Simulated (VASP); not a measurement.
**Hf2SiN2: single point with PBE**

The system is Hf2SiN2.

```
Hf Si N
1.0
     5.38804    0.00000    0.00000
     0.00000    5.38804    0.00000
     0.00000    0.00000    4.03151
Hf Si N
2 1 2
Cartesian
  2.6940 0.0000 2.0158
  0.0000 2.6940 2.0158
  0.0000 0.0000 2.0158
  2.6940 0.0000 0.0000
  0.0000 2.6940 0.0000
```

The cell was built by a generator and needn't be a form met in nature.

The cell isn't the ideal one: random cell by space group and Wyckoff sites (P4/mmm, No. 123).

```json
{"Program": "VASP 6.6.1", "Task": "single point", "Functional": "PBE", "Potentials or basis": "VASP PAW PBE potentials, release 64 (Hf_pv, Si, N)", "Cutoff": "520 eV", "k mesh": "8 × 8 × 10", "Occupations": "gaussian, width 0.1 eV", "Spin": "no spin polarisation"}
```

| Item | Value |
| --- | --- |
| Pressure | -0.1 GPa |
| Band gap on the k mesh | none (metal or under the smearing width) |

Stress tensor (GPa, compression positive):
```
 0.02  0.00  0.00
 0.00  0.02  0.00
 0.00  0.00 -0.43
```

Levels at points of the mesh, in eV from the Fermi level:
```
           k point  band 15  band 16  band 17  band 18  band 19  band 20
(0.00, 0.00, 0.00)    -0.22    -0.19     0.35     1.32     1.32     1.95
(0.50, 0.00, 0.00)    -0.12     0.19     0.63     0.87     1.05     1.28
(0.50, 0.50, 0.00)    -0.02     0.00     0.22     0.22     1.17     1.17
(0.00, 0.00, 0.50)    -1.67    -0.64    -0.36    -0.20    -0.20     0.01
(0.50, 0.00, 0.50)    -2.19    -2.06    -0.92     0.58     0.95     1.22
(0.50, 0.50, 0.50)    -2.75    -1.61    -1.46     1.38     1.38     1.72
```

Wall time 8.5 min on 1 thread of Intel(R) Xeon(R) Platinum 8259CL CPU @ 2.50GHz (Skylake/Cascade Lake) (shared host), peak memory 0.39 GiB.

Spin-orbit coupling is left out, which matters for the levels of Hf.
